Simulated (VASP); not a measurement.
```xyz
63
Lattice="11.5674 0.0000 0.0000 0.0000 11.5674 0.0000 0.0000 0.0000 11.5674" Properties=species:S:1:pos:R:3 pbc="T T T"
Ge     5.7842     0.0071     0.0028
Ge     7.2459     1.4537     1.4572
Ge     8.6759     2.8870     0.0055
Ge    10.1162     4.3239     1.4566
Ge     8.6763    11.5630     2.8950
Ge    10.1157     1.4559     4.3236
Ge     0.0004    11.5658     0.0007
Ge     1.4441     1.4458     1.4438
Ge     2.8953     2.8895     0.0014
Ge     4.3406     4.3358     1.4490
Ge     5.7832     5.7717     0.0024
Ge     7.2350     7.2315     1.4462
Ge     8.6774     8.6758    11.5658
Ge    10.1258    10.1272     1.4425
Ge     2.8934     0.0028     2.8935
Ge     4.3392     1.4538     4.3379
Ge     5.7871     2.9141     2.9176
Ge     7.1588     4.4105     4.4072
Ge     8.6543     5.7825     2.9124
Ge    10.1231     7.2291     4.3347
Ge     5.7833     0.0000     5.7822
Ge     7.2336     1.4525     7.2313
Ge     8.6515     2.9138     5.7798
Ge    10.1224     4.3347     7.2286
Ge     8.6751    11.5668     8.6756
Ge    10.1250     1.4435    10.1265
Ge     0.0003     5.7852     0.0032
Ge     1.4521     7.2457     1.4564
Ge     2.8872     8.6793     0.0056
Ge     4.3248    10.1206     1.4566
Ge     0.0022     2.8897     2.8942
Ge     1.4488     4.3376     4.3402
Ge     2.9110     5.7736     2.9099
Ge     4.3836     7.1854     4.3836
Ge     5.7940     8.6577     2.9069
Ge     7.2262    10.1264     4.3424
Ge    11.5666     0.0045     5.7847
Ge     1.4543     1.4543     7.2442
Ge     2.9170     2.9123     5.7839
Ge     4.3990     4.4027     7.1710
Ge     7.1892     7.1908     7.1911
Ge     8.6611     8.6575     5.7713
Ge    10.1130    10.1173     7.2444
Ge     2.8919    11.5660     8.6760
Ge     4.3234     1.4564    10.1163
Ge     5.7862     2.9114     8.6535
Ge     7.2281     4.3361    10.1257
Ge     8.6599     5.7689     8.6610
Ge    10.1147     7.2444    10.1154
Ge     0.0002     8.6771     2.8918
Ge     1.4545    10.1198     4.3246
Ge    11.5663     5.7709     5.7794
Ge     1.4428     7.2318     7.2321
Ge     2.9070     8.6582     5.7931
Ge     4.3405    10.1275     7.2284
Ge     0.0034     2.8872     8.6763
Ge     1.4553     4.3244    10.1182
Ge     2.9093     5.7887     8.6587
Ge     4.3337     7.2316    10.1298
Ge     5.7685     8.6589     8.6645
Ge     7.2430    10.1178    10.1152
Ge    11.5656     8.6764     8.6767
Ge     1.4408    10.1278    10.1262
```
Cell charge +1.

Method: HSE06 screened hybrid, VASP's PBE PAW potentials (set 64) (plane waves; VASP 6.6.1). Settings: PREC = Normal, LREAL = Auto, ISYM = 0, NELECT = 251.0, EDIFF = 1E-5, 400 eV cut-off, 1×1×1 Γ-centred mesh, Gaussian smearing of 0.050 eV, potentials Ge. Starting moments (MAGMOM): 63*0.0476. The cell's moment is fixed (NUPDOWN = 3).

The cell is charged, with a uniform compensating background. The supercell is sampled at Γ alone, which is coarse: total energies, pressure and levels can be off, energies of defects by several tenths of an eV.

Task: Estimate the cell moment, energy per atom (σ→0), largest force.

Result: 
| Quantity | Value |
|---|---|
| cell moment | 3.00 μB |
| energy per atom (σ→0) | -5.219 eV/atom |
| largest force | 0.01478 Ry/bohr |

Task: Give the moment on each site (PAW-sphere projection).

Result: 
```
site  moment (μB)
----  -----------
Ge1          0.01
Ge2          0.02
Ge3          0.03
Ge4          0.02
Ge5          0.03
Ge6          0.02
Ge7          0.04
Ge8          0.03
Ge9          0.02
Ge10         0.03
Ge11         0.05
Ge12         0.04
Ge13         0.02
Ge14         0.02
Ge15         0.02
Ge16         0.03
Ge17         0.04
Ge18         0.06
Ge19         0.03
Ge20         0.03
Ge21         0.05
Ge22         0.04
Ge23         0.03
Ge24         0.03
Ge25         0.02
Ge26         0.02
Ge27         0.01
Ge28         0.01
Ge29         0.03
Ge30         0.02
Ge31         0.02
Ge32         0.03
Ge33         0.03
Ge34         0.05
Ge35         0.03
Ge36         0.04
Ge37         0.01
Ge38         0.02
Ge39         0.03
Ge40         0.04
Ge41         0.26
Ge42         0.05
Ge43         0.03
Ge44         0.03
Ge45         0.02
Ge46         0.03
Ge47         0.04
Ge48         0.04
Ge49         0.03
Ge50         0.02
Ge51         0.02
Ge52         0.05
Ge53         0.05
Ge54         0.03
Ge55         0.03
Ge56         0.02
Ge57         0.02
Ge58         0.03
Ge59         0.03
Ge60         0.05
Ge61         0.03
Ge62         0.02
Ge63         0.03
```

The cell is a supercell with a defect, built from Ge (diamond): vac_Ge, charge +1. The cell's shape comes from a PBE relaxation.
